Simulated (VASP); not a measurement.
Consider the following.

```
RuSi
1.0
    4.61211     0.00000     0.00000
    0.00000     4.61211     0.00000
    0.00000     0.00000     4.61211
Si Ru
4 4
Direct
  0.16200   0.33800   0.66200
  0.66200   0.16200   0.33800
  0.83800   0.83800   0.83800
  0.33800   0.66200   0.16200
  0.87200   0.62800   0.37200
  0.37200   0.87200   0.62800
  0.12800   0.12800   0.12800
  0.62800   0.37200   0.87200
```

The numbers are results of PBE GGA, VASP's PBE PAW potentials (set 64) (plane waves; VASP), not measurements. Settings: 300 eV cut-off, 4×4×4 Γ-centred mesh, Gaussian smearing of 0.050 eV, potentials Si Ru_pv.

At this cut-off the stress carries a Pulay error, which pulls relaxed volumes low.

### Question
The ions are relaxed. Predict the relaxed structure.

### Answer

```
RuSi
1.0
    4.61211     0.00000     0.00000
    0.00000     4.61211     0.00000
    0.00000     0.00000     4.61211
Si Ru
4 4
Direct
  0.15972   0.34028   0.65972
  0.65972   0.15972   0.34028
  0.84028   0.84028   0.84028
  0.34028   0.65972   0.15972
  0.86436   0.63564   0.36436
  0.36436   0.86436   0.63564
  0.13564   0.13564   0.13564
  0.63564   0.36436   0.86436
```
Space group P2_13 (198), at a tolerance of 0.03 Å.

### Question
How much energy does the relaxation gain?

### Answer
The energy (σ→0) changes by -11.8 meV/atom, in 7 ionic steps.

```csv
step,E(σ→0) (eV),max force (eV/Å),pressure (GPa),volume (Å³)
1,-63.0776,0.733,22.97,98.11
2,-63.1551,0.288,20.98,98.11
3,-63.1716,0.026,19.72,98.11
4,-63.1716,0.030,19.78,98.11
5,-63.1717,0.011,19.76,98.11
6,-63.1717,0.010,19.75,98.11
7,-63.1717,0.004,19.73,98.11
```

The structure is a typed RuSi crystal. This run relaxes the ions in a fixed cell. Symmetry was kept, so distortions that lower it aren't found. The run is one of a series of settings (EDIFFG = -0.01, IBRION = 2, NSW = 50 against the base run), some of them coarse on purpose.
